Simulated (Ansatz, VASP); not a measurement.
# SrCl2 in two plane-wave programs

Wanted: the spread between two codes on one cell, functional and k mesh. The cell is taken from a series of runs on this material, whose earlier steps may have relaxed, scaled, displaced or heated it; both programs get it as it stands.

Method: plane waves, with VASP 6.6.1 beside it; zone-centre phonons at PBE, in Ansatz 0.2.0.

## 1. The structure

The structure is cubic, space group Fm-3m (No. 225). Conventional cell: a = 7.076 Å, b = 7.076 Å, c = 7.076 Å, α = 90.00°, β = 90.00°, γ = 90.00°. Nearest to Sr lie 8 Cl at 3.06 Å. Nearest to Cl lie 4 Sr at 3.06 Å. Farther neighbours and most contacts between anions are not listed.

## 2. Ansatz: zone-centre phonons, PBE

Ansatz runs on its default PAW (the set named soft_2) files.

Second derivatives magnify differences that forces hide, and they need a tight electronic threshold.

Contents of input.yaml:

```yaml
crystal:
  lattice:
    - [0.0, 3.5379949251, 3.5379949251]
    - [3.5379949251, 0.0, 3.5379949251]
    - [3.5379949251, 3.5379949251, 0.0]
  atoms:
    - { symbol: Sr, position: [0.0, 0.0, 0.0] }
    - { symbol: Cl, position: [0.25, 0.25, 0.25] }
    - { symbol: Cl, position: [0.75, 0.75, 0.75] }
kpoints:
  mp_grid: { grid: [6, 6, 6] }
hamiltonian:
  xc: pbe
scf:
  occupations: { method: fixed }
output:
  eigenvalues: true
phonons:
  method: dfpt
  dielectric: true
  rigid_motions: translations
  qmesh: [2, 2, 2]
  temperatures: { t_max: 1000, t_step: 50 }
  qpath:
    path:
      - [[0.0, 0.0, 0.0], [0.5, 0.0, 0.5], [0.625, 0.25, 0.625]]
      - [[0.375, 0.375, 0.75], [0.0, 0.0, 0.0], [0.5, 0.5, 0.5], [0.5, 0.25, 0.75], [0.5, 0.0, 0.5]]
    npoints: 10
```

Run with:

```console
$ ansatz run input.yaml --threads 4 --pin off --max-ram 8192MiB --backend cpu --events-out ev --progress --plain --runs-dir out
```

Numbers of over 12 decimals in the logs are rounded to 6 here.

What it wrote:

```text
Warning: phonons: the dynamical matrix that this run interpolates holds no multipole term above the dipole-dipole one, and a site of this crystal is no centre of inversion, so its interpolated transverse optical and acoustic branches and sound speeds can stay off near Gamma, and the density of states and the thermodynamics with them. What a run solves at a wave vector of phonons.qpoints, Gamma apart, where the deck admits one, is free of this, and under fd what a larger phonons.supercell samples
Engine: ansatz 0.2.0, aarch64-unknown-linux-gnu
Pseudopotentials: kind: paw
Pseudopotential: Sr, paw, valence charge 10, recommended cutoff 420 eV (normal), Sr.paw.azcp
Pseudopotential: Cl, paw, valence charge 7, recommended cutoff 420 eV (normal), Cl.paw.azcp
Functional definition: PBE
  parameter kappa = 0.804
  parameter beta = 0.066725
  exchange = pbe_x(kappa = kappa, mu = beta*pi^2/3)
  correlation = pbe_c(beta = beta)
Crystal: 3 atoms, lattice volume = 88.573 Å³
Basis set: ecut = 420 eV, 1759 PW (Γ), exchange–correlation on 72×72×72 points (8 copies of the dense FFT grid, shifted against one another)
Bands: 16, of which v1, the nominal top of the filled ones, is band 12 counted from 1 (11 counted from 0)
Symmetry: 48 space group operations
k-points: 46 of 216 (irreducible under 4 space group operations, time reversal used)
Non-local potential: Sr, projectors of the file, l = 0: 3, l = 1: 2, l = 2: 2
Non-local potential: Cl, projectors of the file, l = 0: 2, l = 1: 2, l = 2: 2
PAW form: soft (Blöchl's): semilocal exchange-correlation on the pseudo side does not see the compensation charge
PAW one-centre angular grid: Sr, 110 points (default); XC on 64 Gauss nodes
PAW one-centre angular grid: Cl, 110 points (default); XC on 64 Gauss nodes
Initial density: superposition of atomic densities (neutral atoms: chi_scale 0, normalization atom), corrected by the library's trained network
Initial wavefunctions: pseudopotential atomic-orbital guess
Functional: x = pbe(κ = 0.804, μ = 0.219515), c = pbe(β = 0.066725)
SCF iter   1: F=—  HF=-5710.728597 eV  |F-HF|=—  |Δ(HF+E_count)|=         —  Δρ=3.78e-4  dr2=1.05e-4  ethr=1.77e-3  ⟨swp⟩=6.8  Hψ=4401  notcnv=0  defer=68
preconditioner: auto → none  [insulator: Δε(μ)=5.178 eV  Ē_g=13.969 eV  n_scr=14 (ndim 8)  ℏωp=18.5 eV  f_vac=0.097  ε∞_Penn≈2.8]
SCF iter   2: F=—  HF=-5710.729964 eV  |F-HF|=—  |Δ(HF+E_count)|=   1.37e-3  Δρ=2.12e-4  dr2=2.83e-5  ethr=4.38e-7  ⟨swp⟩=3.1  Hψ=2291  notcnv=0  defer=89
SCF iter   3: F=—  HF=-5710.729978 eV  |F-HF|=—  |Δ(HF+E_count)|=   1.40e-5  Δρ=1.15e-4  dr2=4.53e-6  ethr=1.18e-7  ⟨swp⟩=2.0  Hψ=1046  notcnv=0  defer=77
SCF iter   4: F=—  HF=-5710.730016 eV  |F-HF|=—  |Δ(HF+E_count)|=   3.74e-5  Δρ=3.46e-5  dr2=1.20e-6  ethr=1.89e-8  ⟨swp⟩=2.0  Hψ=1293  notcnv=0  defer=69
SCF iter   5: F=—  HF=-5710.730012 eV  |F-HF|=—  |Δ(HF+E_count)|=   3.61e-6  Δρ=1.74e-5  dr2=2.85e-7  ethr=4.99e-9  ⟨swp⟩=2.0  Hψ=1090  notcnv=0  defer=9
SCF iter   6: F=—  HF=-5710.730012 eV  |F-HF|=—  |Δ(HF+E_count)|=   5.02e-8  Δρ=7.38e-6  dr2=4.83e-8  ethr=1.19e-9  ⟨swp⟩=2.5  Hψ=1059  notcnv=0  defer=9
SCF iter   7: F=—  HF=-5710.730012 eV  |F-HF|=—  |Δ(HF+E_count)|=   8.85e-9  Δρ=9.39e-7  dr2=8.24e-10  ethr=2.01e-10  ⟨swp⟩=2.0  Hψ=1057  notcnv=0  defer=9
SCF iter   8: F=-5710.730012 eV  HF=-5710.730012 eV  |F-HF|=2.00e-11  |Δ(HF+E_count)|=  2.73e-11  Δρ=2.47e-7  dr2=4.38e-11  ethr=1.00e-12  ⟨swp⟩=9.3  Hψ=6191  notcnv=0
SCF 1 converged in 8 iterations: F = -5710.730012 eV  dr2 = 4.38e-11
  greatest PAW one-centre occupation: 0.986 electrons in one spin orbital (limit 2), on the Sr atom at site 0 (counted from 0), in its partial waves of l = 0
NSCF: frozen V_eff on 2 k-points
DFPT response loops at Γ: preconditioner auto → none (the input reference at scf.mixing.eps_inf says where Resta's filter doesn't serve); β = 0.50; Broyden in place of MSR1
NSCF: frozen V_eff on 16 k-points
NSCF: frozen V_eff on 136 k-points
DFPT response loops at q = (0, 0, -0.5) (fractional): preconditioner auto → Resta (q_TF=auto, 2.195 Å⁻¹)  ε∞=3.4 (no band partly filled); β = 1.00, the filter's whole step (`scf.mixing.beta` (0.50) is not read by the response loops at its default; to damp them type it under 1.00, their step now; it binds the ground state too); Broyden in place of MSR1
NSCF: frozen V_eff on 92 k-points
DFPT response loops at q = (0, -0.5, -0.5) (fractional): preconditioner auto → none (the input reference at scf.mixing.eps_inf says where Resta's filter doesn't serve); β = 0.50; Broyden in place of MSR1
SCF converged after 8 iterations
Free energy (F): -5710.730012 eV
Harris-Foulkes:  -5710.730012 eV  (|F-HF|=2.00e-11)
Internal energy: -5710.730012 eV  (E = F + TS)
E sigma→0 (E₀):  -5710.730012 eV
Fermi energy:    2.706378 eV
--- Per-component energies (eV) ---
  E_band       = -156.178670
  E_kinetic    = 567.217107
  E_local      = -1207.600039  (includes V_loc(G=0)·N_el)
  E_nonlocal   = 258.669015
  E_hartree    = 333.673181
  E_xc         = -388.546239
  E_vxc        = -407.296123  (∫ρ·V_xc dr)
  E_paw        = -4013.319169  (= ΣΔE_a)
  E_vpaw       = -34.515315  (= ΣTr[D̂ρ^β])
  E_aug_tail   = 0.000179  (compensation charges beyond the density's cutoff)
  E_ewald      = -1260.824047
  E_smearing   = -0.000000  (= −TS)
  E_closure    = 0.000000  (closes the sum)
  Σ components = -5710.730012   (vs F -5710.730012, Δ=0.00e0)
--- Band table (eV; the first three rows and the last of 46) ---
  k-point 0: bands = [... 8 lower, 0.7305, 2.3883, 2.3883, 2.3883, 7.8857, 8.8173, 8.8173, 11.6086]
  k-point 1: bands = [... 8 lower, 0.8964, 2.0959, 2.2511, 2.2511, 8.4606, 9.0041, 9.0041, 10.6200]
  k-point 2: bands = [... 8 lower, 1.2114, 1.6093, 1.9421, 1.9421, 9.2994, 9.2994, 9.4234, 10.5166]
  k-point 45: bands = [... 8 lower, 1.4867, 1.5967, 2.3289, 2.4133, 8.9357, 9.6181, 9.9182, 10.0712]
--- Phonons (Γ-DFPT): 2 representative perturbations + reference, on 46 of 216 k-points (Σ response iterations 6) ---
  k mesh reduced under 4 symmetry operations, with k and −k counted as one. Each operation leaves every solved perturbation unchanged. A smaller set is not considered because the run solves the response to a homogeneous field
  ASR residual: 5.810e-4 → 0.000e0 eV/Å²; symmetrization residual: 6.698e-7 eV/Å²
  ASR residual per site (eV/Å²): 5.81e-4 2.87e-4 2.87e-4
  Γ frequencies (cm⁻¹): 0.00 0.00 0.00 120.31 120.31 120.31 166.66 166.66 166.66
  ε∞ (high-frequency dielectric tensor):
        2.857475    -0.000000     0.000000
        0.000000     2.857475     0.000000
        0.000000     0.000000     2.857475
  ε⁰ (static dielectric tensor: ions relaxed, cell fixed):
        8.966718    -0.000000    -0.000000
       -0.000000     8.966718     0.000000
       -0.000000     0.000000     8.966718
  ε⁰ − ε∞ (ionic part):
        6.109243    -0.000000    -0.000000
       -0.000000     6.109243     0.000000
       -0.000000     0.000000     6.109243
  softest optical mode at Γ: 120.31 cm⁻¹; the repairs (sum rule, projections) moved no ω² at Γ by more than (1.50 cm⁻¹)²
  Born effective charges Z* (e; rows j = field, columns β = displacement):
    site 0:
         2.49748   -0.00000    0.00000
         0.00000    2.49748   -0.00000
         0.00000    0.00000    2.49748
    site 1:
        -1.24874    0.00000   -0.00000
         0.00000   -1.24874    0.00000
         0.00000   -0.00000   -1.24874
    site 2:
        -1.24874   -0.00000   -0.00000
         0.00000   -1.24874    0.00000
         0.00000   -0.00000   -1.24874
  Z* charge neutrality: 2.731e-5 e pre-enforcement
  k-mesh period / interband length: 30.0 Å / 1.27 Å = 23.66 at k = (0.0000, 0.0000, 0.0000), direct gap 5.497 eV — 14 or more, which is no proof of convergence
  optical modes at Γ without the LO–TO term, one row a degenerate level:
      ω (cm⁻¹)  modes    IR ((D/Å)²/amu)
        120.31      3            11.0159
        166.66      3             0.0000
  optical modes at Γ + LO–TO along q̂ = [1.0000, 0.0000, 0.0000]:
      ω (cm⁻¹)  modes    IR ((D/Å)²/amu)
        120.31      2             7.3439
        166.66      3             0.0000
        213.11      1             3.6720
  optical modes at Γ + LO–TO along q̂ = [0.0000, 1.0000, 0.0000]:
      ω (cm⁻¹)  modes    IR ((D/Å)²/amu)
        120.31      2             7.3439
        166.66      3             0.0000
        213.11      1             3.6720
  optical modes at Γ + LO–TO along q̂ = [0.0000, 0.0000, 1.0000]:
      ω (cm⁻¹)  modes    IR ((D/Å)²/amu)
        120.31      2             7.3439
        166.66      3             0.0000
        213.11      1             3.6720
--- Phonons (arbitrary-q DFPT): 3 irreducible q on the 2×2×2 mesh ---
  q = [0.0000, 0.0000, 0.0000] (star 1, of the zone-centre solve; hermiticity 4.67e-7, symmetrization 5.39e-8): -0.00 -0.00 0.00 120.31 120.31 120.31 166.66 166.66 166.66
  q = [0.0000, 0.0000, -0.5000] (star 4, 2 solved perturbations on 68 of 216 k-point pairs; hermiticity 1.50e-6, symmetrization 6.45e-13): 62.86 62.86 114.21 140.27 140.27 142.46 142.46 158.78 165.85
  q = [0.0000, -0.5000, -0.5000] (star 3, 4 solved perturbations in 152 linear systems a pass and spin channel, the states on 46 of 216 k-point pairs; hermiticity 1.57e-7, symmetrization 2.17e-13): 56.69 72.85 72.85 85.45 85.45 142.19 172.93 172.93 197.05
  sum rule: each row above includes the acoustic sum rule's correction from the zone centre's row sums; it moved no ω² by more than (1.48 cm⁻¹)²
  mesh force constants: q→R imaginary residual 3.96e-17; ASR residual 5.810e-4 → 0.000e0 eV/Å²; symmetrization residual 3.553e-15 eV/Å²
  interpolated dispersion: 63 rows × 9 modes
  density of states and harmonic sums: on the 16×16×16 q-mesh, interpolated from the force constants of a 2×2×2 supercell (with the dipole–dipole term)
  largest difference from the sums on the solved wave vectors: F 7.63e-2 eV, S 1.09e-4 and C_V 3.22e-5 eV/K
  zero-point energy: 0.068147 eV/cell   skipped modes (ω ≤ 0): 3   left out of the sums: 8.14e-5 of the cell's modes: C_V's classical limit lies that fraction below 3 k_B per atom; for a crystal, a wire or a layer, F and S can be off by more, and a phonons.interpolated_qmesh denser along its periods is the remedy for the sampling
```

(Continued in part 2 of 3.)

[Lines on the potential files, build, host, timing and source positions are cut from VASP's logs without a mark.]

[Logs are printed without paths, hosts, clocks, repeated set-up lines and the standing remarks that a program may print on its own settings, such as how far it seeks lower states.]

[Hosts, paths, dates, database ids (printed as entryN), source tags and the programs' standing remarks are cut or masked in the printed files.]
